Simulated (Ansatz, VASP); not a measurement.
**Cross-check of TiTc between VASP and Ansatz**

Wanted: the spread between two codes on one cell, functional and k mesh. Of the first pair: The two relaxations start from unlike cells of this crystal (the structure described is Ansatz's start), so only their ends are compared.

Main program and level: Ansatz 0.2.0; plane waves, with VASP 6.6.1 beside it; relaxation of cell and atoms at PBEsol and zone-centre phonons at PBEsol.

### 1. The starting structure

It takes space group Pm-3m (No. 221, cubic). Conventional cell: a = 3.110 Å, b = 3.110 Å, c = 3.110 Å, α = 90.00°, β = 90.00°, γ = 90.00°. Ti has 8 Tc at 2.69 Å nearest. Nearest to Tc lie 8 Ti at 2.69 Å. Farther neighbours are not listed.

Coordinates:

```
Ti Tc
1.0
     3.11000    0.00000    0.00000
     0.00000    3.11000    0.00000
     0.00000    0.00000    3.11000
Ti Tc
1 1
Cartesian
  1.5550 1.5550 1.5550
  0.0000 0.0000 0.0000
```

### 2. VASP: relaxation of cell and atoms, PBEsol

The relaxed volume is the usual yardstick between codes: in a stiff, nearly cubic crystal its relative difference is about their pressure difference at one cell divided by the bulk modulus.

Lines of VASP's logs that name or quote its potential files are left out, and so is its time.

INCAR

```
SYSTEM = TiTc
PREC = Accurate
ENCUT = 500
EDIFF = 1E-07
NELM = 120
ISMEAR = 0
SIGMA = 0.1
LREAL = .FALSE.
ALGO = Normal
GGA = PS
NBANDS = 18
LASPH = .TRUE.
LORBIT = 11
LWAVE = .FALSE.
LCHARG = .FALSE.
ISIF = 3
IBRION = 2
NSW = 80
EDIFFG = -0.005
GGA_COMPAT = .FALSE.
NELMIN = 4
KPAR = 2
```

POSCAR

```
TiTc
1.0
    3.0673781849      0.0000000000      0.0000000000
    0.0000000000      3.0673781849      0.0000000000
    0.0000000000      0.0000000000      3.0673781849
Ti Tc
1 1
Direct
    0.5000000000      0.5000000000      0.5000000000
    0.0000000000      0.0000000000      0.0000000000
```

KPOINTS

```
Automatic mesh
0
Gamma
10 10 10
0 0 0
```

PAW data sets: Ti_sv and Tc_pv (PBE family, release 64).

Run with:

```bash
$ mpirun -np 2 vasp_std
```

Numbers of over 12 decimals in the logs are rounded to 6 here.

Output:

```text
[banner, memory and clock lines left out]
running    2 mpi-ranks, on    1 nodes
 distrk:  each k-point on    1 cores,    2 groups
 distr:  one band on    1 cores,    1 groups

 POSCAR found type information on POSCAR TiTc
 POSCAR found :  2 types and       2 ions
|                                                                             |
|               ----> ADVICE to this user running VASP <----                  |
|                                                                             |
|     You enforced a specific xc type in the INCAR file but a different       |
|     [... a line on the potential file left out ...]
|     I HOPE YOU KNOW WHAT YOU ARE DOING!                                     |
|                                                                             |

 LDA part: xc-table for (Slater+PW92), standard interpolation
 POSCAR, INCAR and KPOINTS ok, starting setup
 FFT: planning ... GRIDC
 FFT: planning ... GRID_SOFT
 FFT: planning ... GRID
 WAVECAR not read
 entering main loop
       N       E                     dE             d eps       ncg     rms          rms(c)
DAV:   1     0.291023931728E+03    0.29102E+03   -0.13402E+04  2056   0.156E+03
DAV:   2    -0.325884199683E+01   -0.29428E+03   -0.28983E+03  2080   0.457E+02
DAV:   3    -0.218784784895E+02   -0.18620E+02   -0.18312E+02  3548   0.111E+02
DAV:   4    -0.225660133162E+02   -0.68753E+00   -0.68574E+00  2324   0.167E+01
DAV:   5    -0.225899792696E+02   -0.23966E-01   -0.23963E-01  2788   0.262E+00    0.197E+01
DAV:   6    -0.212576506972E+02    0.13323E+01   -0.11130E+01  2422   0.311E+01    0.110E+01
DAV:   7    -0.208643212172E+02    0.39333E+00   -0.88682E+00  2420   0.208E+01    0.491E+00
DAV:   8    -0.205696266776E+02    0.29469E+00   -0.15393E+00  2664   0.979E+00    0.162E+00
DAV:   9    -0.205741197112E+02   -0.44930E-02   -0.84047E-02  2126   0.238E+00    0.545E-01
DAV:  10    -0.205737712918E+02    0.34842E-03   -0.90169E-03  2656   0.899E-01    0.107E-01
DAV:  11    -0.205739301896E+02   -0.15890E-03   -0.29938E-04  2344   0.155E-01    0.709E-02
DAV:  12    -0.205738632566E+02    0.66933E-04   -0.22088E-04  2402   0.112E-01    0.110E-02
DAV:  13    -0.205738644484E+02   -0.11918E-05   -0.14859E-05  2886   0.275E-02    0.609E-03
DAV:  14    -0.205738645699E+02   -0.12157E-06   -0.44695E-06  2436   0.205E-02    0.373E-03
DAV:  15    -0.205738645010E+02    0.68948E-07   -0.90048E-07  2274   0.730E-03
   1 F= -.20573865E+02 E0= -.20568190E+02  d E =-.205739E+02
 curvature:   0.00 expect dE= 0.000E+00 dE for cont linesearch  0.000E+00
 trial: gam= 0.00000 g(F)=  0.000E+00 g(S)=  0.138E-04 ort = 0.000E+00 (trialstep = 0.100E+01)
 search vector abs. value=  0.138E-04
 bond charge predicted
       N       E                     dE             d eps       ncg     rms          rms(c)
DAV:   1    -0.205742148283E+02   -0.35026E-03   -0.90679E-03  2190   0.115E+00    0.189E-01
DAV:   2    -0.205739855776E+02    0.22925E-03   -0.24030E-03  2190   0.379E-01    0.118E-01
DAV:   3    -0.205738983251E+02    0.87252E-04   -0.17044E-03  2742   0.285E-01    0.598E-02
DAV:   4    -0.205738499520E+02    0.48373E-04   -0.31811E-04  2304   0.114E-01    0.201E-02
DAV:   5    -0.205738559454E+02   -0.59934E-05   -0.14914E-05  2576   0.221E-02    0.873E-03
DAV:   6    -0.205738601272E+02   -0.41818E-05   -0.76821E-06  3290   0.128E-02    0.415E-03
DAV:   7    -0.205738604070E+02   -0.27979E-06   -0.36287E-07  1850   0.458E-03    0.979E-04
DAV:   8    -0.205738604684E+02   -0.61391E-07   -0.32471E-08  1114   0.122E-03
   2 F= -.20573860E+02 E0= -.20568193E+02  d E =0.403256E-05
 trial-energy change:    0.000004  1 .order    0.000005   -0.000014    0.000023
 step:   0.3958(harm=  0.3768)  dis= 0.00000  next Energy=   -20.573867 (dE=-0.276E-05)
 bond charge predicted
       N       E                     dE             d eps       ncg     rms          rms(c)
DAV:   1    -0.205739979085E+02   -0.13750E-03   -0.33203E-03  2182   0.695E-01    0.114E-01
DAV:   2    -0.205739173063E+02    0.80602E-04   -0.88484E-04  2194   0.229E-01    0.717E-02
DAV:   3    -0.205738838330E+02    0.33473E-04   -0.62921E-04  2738   0.173E-01    0.361E-02
DAV:   4    -0.205738658392E+02    0.17994E-04   -0.11592E-04  2296   0.688E-02    0.121E-02
DAV:   5    -0.205738670501E+02   -0.12110E-05   -0.53797E-06  2604   0.133E-02    0.518E-03
DAV:   6    -0.205738677523E+02   -0.70213E-06   -0.27733E-06  3186   0.738E-03    0.257E-03
DAV:   7    -0.205738677399E+02    0.12324E-07   -0.13104E-07  1568   0.274E-03
   3 F= -.20573868E+02 E0= -.20568196E+02  d E =-.323897E-05
 curvature:  -0.19 expect dE=-0.760E-07 dE for cont linesearch -0.760E-07
 trial: gam= 0.00000 g(F)=  0.683E-65 g(S)=  0.404E-06 ort =-0.236E-05 (trialstep = 0.879E+00)
 search vector abs. value=  0.404E-06
 reached required accuracy - stopping structural energy minimisation
```

OUTCAR, selected parts (step 2):

```text
ion  position               nearest neighbor table
   1  0.500  0.500  0.500-   2 2.66   2 2.66   2 2.66   2 2.66   2 2.66   2 2.66   2 2.66   2 2.66

  LATTYP: Found a simple cubic cell.
 ALAT       =     3.0673781849

 Subroutine GETGRP returns: Found 48 space group operations
 (whereof 48 operations were pure point group operations)

The static configuration has the point symmetry O_h .

 Found     56 irreducible k-points:

   k-points           NKPTS =     56   k-points in BZ     NKDIM =     56   number of bands    NBANDS=     18

   dimension x,y,z NGX =    24 NGY =   24 NGZ =   24
   dimension x,y,z NGXF=    48 NGYF=   48 NGZF=   48

   ENCUT  =  500.0 eV  36.75 Ry    6.06 a.u.   5.59  5.59  5.59*2*pi/ulx,y,z

   NELECT =      25.0000    total number of electrons

 k-points in reciprocal lattice and weights: Automatic mesh
   0.00000000  0.00000000  0.00000000       0.001
   0.10000000  0.00000000  0.00000000       0.006
   0.20000000  0.00000000  0.00000000       0.006
   0.30000000  0.00000000  0.00000000       0.006
   0.40000000  0.00000000  0.00000000       0.006
   0.50000000  0.00000000  0.00000000       0.003
   0.10000000  0.10000000  0.00000000       0.012
   0.20000000  0.10000000  0.00000000       0.024
   0.30000000  0.10000000  0.00000000       0.024
[...]
0.50000000  0.50000000  0.40000000       0.006
   0.50000000  0.50000000  0.50000000       0.001

 average (electrostatic) potential at core
       1 -68.9877       2 -67.9467

 E-fermi :  10.9706

 k-point     1 :       0.0000    0.0000    0.0000
  band No.  band energies     occupation
    ...
      9       6.7406      2.00000
     10       6.7406      2.00000
     11      10.6776      1.99997
     12      10.6776      1.99997
     13      10.6776      1.99997
     14      13.5879      0.00000
     15      13.5879      0.00000
     16      15.4028      0.00000
     17      15.4028      0.00000
     18      15.4028      0.00000

 k-point     2 :       0.1000    0.0000    0.0000
  band No.  band energies     occupation
    ...
      9       6.8482      2.00000
     10       6.9078      2.00000
     11      10.6440      2.00000
     12      10.6440      2.00000
     13      10.7577      1.99740
     14      13.3655      0.00000
     15      13.6663      0.00000
     16      14.9747      0.00000
     17      14.9747      0.00000
     18      15.2735      0.00000

 k-point     3 :       0.2000    0.0000    0.0000
  band No.  band energies     occupation
    ...
      9       7.1625      2.00000
     10       7.3604      2.00000
     11      10.5682      2.00000
     12      10.5682      2.00000
     13      10.9900      0.78385
     14      12.7602      0.00000
     15      13.8786      0.00000
     16      14.0925      0.00000
     17      14.0925      0.00000
     18      14.9143      0.00000

  Total        0.0023622      0.0023622      0.0023622     -0.0000000     -0.0000000     -0.0000000
  in kB        0.1311891      0.1311891      0.1311891     -0.0000000     -0.0000000     -0.0000000
  external PRESSURE =       0.1311891 kB  Pullay stress =       0.0000000 kB

  energy-cutoff  :      500.00
  volume of cell :       28.85
      direct lattice vectors                 reciprocal lattice vectors
     3.066973593  0.000000000 -0.000000000     0.326054324 -0.000000000 -0.000000000
     0.000000000  3.066973593 -0.000000000    -0.000000000  0.326054324 -0.000000000
     0.000000000  0.000000000  3.066973593     0.000000000  0.000000000  0.326054324

 POSITION                                       TOTAL-FORCE (eV/Angst)
 -----------------------------------------------------------------------------------
      1.53349      1.53349      1.53349         0.000000      0.000000      0.000000
      0.00000      0.00000      0.00000        -0.000000     -0.000000      0.000000
 -----------------------------------------------------------------------------------
    total drift:                                0.000000      0.000000     -0.000000

  FREE ENERGIE OF THE ION-ELECTRON SYSTEM (eV)
  ---------------------------------------------------
  free  energy   TOTEN  =       -20.5738677399 eV

  energy  without entropy=      -20.5625240086  energy(sigma->0) =      -20.56819587

 reached required accuracy - stopping structural energy minimisation

 total charge
# of ion       s       p       d       tot
------------------------------------------
    1        2.268   6.194   1.976  10.437
    2        0.475   6.400   5.257  12.132
--------------------------------------------------
tot          2.742  12.594   7.233  22.569

[... 3 further parts left out ...]
```

CONTCAR:

```
TiTc
   1.00000000000000
     3.0669735925916308    0.0000000000000000   -0.0000000000000000
     0.0000000000000000    3.0669735925916308   -0.0000000000000000
     0.0000000000000000    0.0000000000000000    3.0669735925916308
  Ti              Tc
     1     1
Direct
     0.5000000000000000    0.5000000000000000    0.5000000000000000
     0.0000000000000000    0.0000000000000000    0.0000000000000000
```

### 3. Ansatz: relaxation of cell and atoms, PBEsol

Ansatz runs on its default PAW (the set named soft_2) files.

Its own start cell and the same functional, mesh and smearing now go to Ansatz, which takes its cutoff from its data sets.

input.yaml

```yaml
crystal:
  lattice:
    - [3.11, 0.0, 0.0]
    - [0.0, 3.11, 0.0]
    - [0.0, 0.0, 3.11]
  atoms:
    - { symbol: Ti, position: [0.5, 0.5, 0.5] }
    - { symbol: Tc, position: [0.0, 0.0, 0.0] }
kpoints:
  mp_grid: { grid: [10, 10, 10] }
hamiltonian:
  xc: pbesol
scf:
  occupations: { method: gaussian, width: 0.1 }
output:
  forces: true
  stress: true
  eigenvalues: true
relax:
  adjacent_minimum: "off"
  f_tol: 0.005
  max_steps: 80
  cell: { stress_tol: 0.05 }
```

Run with:

```bash
$ ansatz run input.yaml --threads 4 --pin off --max-ram 8192MiB --backend cpu --events-out ev --progress --plain --runs-dir out
```

Output:

```text
Engine: ansatz 0.2.0, aarch64-unknown-linux-gnu
Pseudopotentials: kind: paw
Pseudopotential: Ti, paw, valence charge 12, recommended cutoff 420 eV (normal), Ti.paw.azcp
Pseudopotential: Tc, paw, valence charge 15, recommended cutoff 500 eV (normal), Tc.paw.azcp
Functional definition: PBEsol
  exchange = pbesol_x
  correlation = pbesol_c
Crystal: 2 atoms, lattice volume = 30.080 Å³
Basis set: ecut = 500 eV, 751 PW (Γ), exchange–correlation on 48×48×48 points (8 copies of the dense FFT grid, shifted against one another)
Bands: 18, of which v1, the nominal top of the filled ones, is band 14 counted from 1 (13 counted from 0)
Symmetry: 48 space group operations
Space group: Pm-3m (ITA 221), of the structure as read, at distance tolerance 3.1e-5 Å
k-points: 56 of 1000
Non-local potential: Ti, projectors of the file, l = 0: 3, l = 1: 2, l = 2: 3, l = 3: 1
Non-local potential: Tc, projectors of the file, l = 0: 3, l = 1: 3, l = 2: 2, l = 3: 2
PAW form: soft (Blöchl's): semilocal exchange-correlation on the pseudo side does not see the compensation charge
PAW frozen core: Ti, regenerated for the run's functional, and the local potential with it (the file was generated under x = pbe(κ = 0.804, μ = 0.219515), c = pbe(β = 0.066725))
PAW frozen core: Tc, regenerated for the run's functional, and the local potential with it (the file was generated under x = pbe(κ = 0.804, μ = 0.219515), c = pbe(β = 0.066725))
PAW one-centre angular grid: Ti, 590 points (default); XC on 64 Gauss nodes
PAW one-centre angular grid: Tc, 590 points (default); XC on 64 Gauss nodes
Initial density: superposition of atomic densities (chi_scale 0.1, normalization cell, long waves kept (reshape's long-wave potential 0.00 eV rms))
Initial wavefunctions: pseudopotential atomic-orbital guess
Functional: x = pbesol(κ = 0.804, μ = 0.123457), c = pbesol(β = 0.046)
SCF iter   1: F=—  HF=-7812.914279 eV  |F-HF|=—  |Δ(HF+E_count)|=         —  Δρ=6.58e-2  dr2=1.14e0  ethr=3.10e-3  ⟨swp⟩=4.8  Hψ=4052  notcnv=0
preconditioner: auto → none  [metal: Δε(μ)=0.034 eV  Ē_g=4.638 eV  σ=0.100 eV  W_gap=0.19  n_scr=6 (ndim 8)  ℏωp=22.5 eV  f_vac=0.000  D(μ)=1.66/eV (n_scr^D=18)  sad-step TF]
SCF iter   2: F=—  HF=-7812.614265 eV  |F-HF|=—  |Δ(HF+E_count)|=   3.00e-1  Δρ=3.30e-2  dr2=2.69e-1  ethr=3.10e-3  ⟨swp⟩=2.6  Hψ=1891  notcnv=0  defer=10
SCF iter   3: F=—  HF=-7812.532393 eV  |F-HF|=—  |Δ(HF+E_count)|=   8.19e-2  Δρ=3.11e-3  dr2=1.13e-3  ethr=9.97e-4  ⟨swp⟩=2.9  Hψ=1951  notcnv=0  defer=10
SCF iter   4: F=—  HF=-7812.532849 eV  |F-HF|=—  |Δ(HF+E_count)|=   4.56e-4  Δρ=4.70e-4  dr2=9.63e-5  ethr=4.19e-6  ⟨swp⟩=2.2  Hψ=1647  notcnv=0  defer=7
SCF iter   5: F=—  HF=-7812.532826 eV  |F-HF|=—  |Δ(HF+E_count)|=   2.29e-5  Δρ=6.04e-5  dr2=1.02e-6  ethr=3.57e-7  ⟨swp⟩=1.9  Hψ=1091  notcnv=0  defer=7
SCF iter   6: F=-7812.532826 eV  HF=-7812.532826 eV  |F-HF|=1.05e-9  |Δ(HF+E_count)|=   5.08e-8  Δρ=7.82e-6  dr2=7.10e-9  ethr=3.70e-10  ⟨swp⟩=4.9  Hψ=3638  notcnv=0
the search or the solves at the SCF's close seem to have found levels that the self-consistency loop had missed (the run counts 1). By its estimate they hold under 1e-12 electrons; where the run keeps them, the occupations were computed again with them
SCF 1 converged in 6 iterations: F = -7812.532826 eV  dr2 = 7.10e-9
  greatest PAW one-centre occupation: 0.999 electrons in one spin orbital (limit 2), on the Ti atom at site 0 (counted from 0), in its partial waves of l = 0
relax step   1: F+E_penalty+E_count = -7812.53282603 eV  Δ(F+E_penalty+E_count) = +0.000e0 eV  max|allowed force component| = 3.333e-29 eV/Å  Δτ_max = 0.0000 Å  P = -8.093 GPa  Ω = 30.080 Å³  (6 SCF iters, dr2 threshold 1.00e-7 eV, accepted)
[...]
relax step   3: F+E_penalty+E_count = -7812.56370445 eV  Δ(F+E_penalty+E_count) = -3.088e-2 eV  max|allowed force component| = 7.823e-30 eV/Å  Δτ_max = 0.0000 Å  P = -0.515 GPa  Ω = 28.969 Å³  energy of the carried Pulay correction = +1.937e-4 eV  (7 SCF iters, accepted)
[...]
relax step   4: F+E_penalty+E_count = -7812.56382655 eV  Δ(F+E_penalty+E_count) = -1.221e-4 eV  max|allowed force component| = 3.865e-29 eV/Å  Δτ_max = 0.0000 Å  P = -0.004 GPa  Ω = 28.901 Å³  energy of the carried Pulay correction = +2.058e-4 eV  (6 SCF iters, dr2 threshold 2.00e-7 eV, accepted)
[...]
relax step   5: F+E_penalty+E_count = -7812.56367046 eV  Δ(F+E_penalty+E_count) = +1.561e-4 eV  max|allowed force component| = 9.203e-30 eV/Å  Δτ_max = 0.0000 Å  P = -0.016 GPa  Ω = 28.901 Å³  stress off target by 1.56e-2 GPa  SCF on the basis re-selected at this cell (its energy is not comparable with the rows above)  (9 SCF iters)
basis re-selected at this cell: Δ(F+E_penalty+E_count) = +1.561e-4 eV, ΔP = -0.011 GPa vs the last step (what re-selecting the basis moved, of the pressure what is left beyond the Pulay correction that the steps carried, after the strain that the cell walked since its last selection, with what the two solves' SCF thresholds leave and, on support functions, any second-order correction that the steps lacked; it is no m [...]
SCF converged after 9 iterations
Free energy (F): -7812.563670 eV
Harris-Foulkes:  -7812.563670 eV  (|F-HF|=0.00e0)
Internal energy: -7812.552269 eV  (E = F + TS)
E sigma→0 (E₀):  -7812.557970 eV
Entropy (-TS):   -0.011402 eV (-5.701 meV/atom)
Fermi energy:    18.795610 eV
--- Per-component energies (eV) ---
  E_band       = -182.459483
  E_kinetic    = 900.428195
  E_local      = -1926.709046  (includes V_loc(G=0)·N_el)
  E_nonlocal   = 296.687882
  E_hartree    = 628.674426
  E_xc         = -336.403872
  E_vxc        = -417.973101  (∫ρ·V_xc dr)
  E_paw        = -4241.987265  (= ΣΔE_a)
  E_vpaw       = -292.242338  (= ΣTr[D̂ρ^β])
  E_aug_tail   = 0.000072  (compensation charges beyond the density's cutoff)
  E_ewald      = -3133.608891
  E_core_change = 0.366229  (= ΣΔE_core)
  E_smearing   = -0.011402  (= −TS)
  E_closure    = -0.000000  (closes the sum)
  Σ components = -7812.563670   (vs F -7812.563670, Δ=0.00e0)
--- Forces (eV/Å), atoms counted from 1 ---
  atom   1  Ti     0.00000000     0.00000000     0.00000000
  atom   2  Tc    -0.00000000     0.00000000    -0.00000000
  max |Σ_I F_I| component: 2.37e-29 eV/Å
--- Stress (GPa, compression-positive) ---
       -0.015566       0.000000      -0.000000
        0.000000      -0.015566      -0.000000
       -0.000000      -0.000000      -0.015566
  P = ⅓ Tr σ = -0.0156 GPa (-0.156 kbar)
--- Band table (eV; the first three rows and the last of 56) ---
  k-point 0: bands = [... 10 lower, 14.5699, 18.5038, 18.5038, 18.5038, 21.4158, 21.4158, 23.2336, 23.2336]
  k-point 1: bands = [... 10 lower, 14.7369, 18.4702, 18.4702, 18.5839, 21.1934, 21.4943, 22.8046, 22.8046]
  k-point 2: bands = [... 10 lower, 15.1893, 18.3943, 18.3943, 18.8162, 20.5880, 21.7066, 21.9217, 21.9217]
  k-point 55: bands = [... 10 lower, 16.2749, 18.1778, 18.1778, 18.1778, 21.1019, 21.1019, 22.5555, 22.5555]
--- Relaxed structure (4 steps of the walk, 3 accepted, 1 SCFs on fresh bases) ---
  F+E_penalty+E_count = -7812.56367046 eV   max|allowed force component| = 9.203e-30 eV/Å   (the final SCF, on the basis selected at the relaxed cell)
  cell:  # Å, volume = 28.9014 Å³
    - [3.068830, 0, 0]
    - [0, 3.068830, 0]
    - [0, 0, 3.068830]
  atoms:
    - { symbol: Ti, position: [0.500000, 0.500000, 0.500000] }
    - { symbol: Tc, position: [0, 0, 0] }
```

The column dr2 measures how far the density is from self-consistency, as an energy; F and HF (Harris–Foulkes) agree once it is small.

### 4. Differences

Known differences besides the potentials themselves: the data sets hold 27 valence electrons in Ansatz (on its default PAW (the set named soft_2) files) and 25 in VASP; Ansatz makes its cores anew for this functional, VASP keeps those of its PBE data sets; Ansatz adds a Pulay correction to the stress that steers its cell, VASP none. Total energies have different zeros and are not compared.

The two programs side by side:

| quantity | Ansatz | VASP | difference |
| --- | --- | --- | --- |
| volume (Å³) | 28.90 | 28.85 | +0.18 % |
| edge a after relaxation, in the typed setting (Å) | 3.069 | 3.067 | +0.06 % |

(Continued in part 2 of 2.)

[Lines on the potential files, build, host, timing and source positions are cut from VASP's logs without a mark.]

[Logs are printed without paths, hosts, clocks, repeated set-up lines and the standing remarks that a program may print on its own settings, such as how far it seeks lower states.]

[Hosts, paths, dates, database ids (printed as entryN), source tags and the programs' standing remarks are cut or masked in the printed files.]
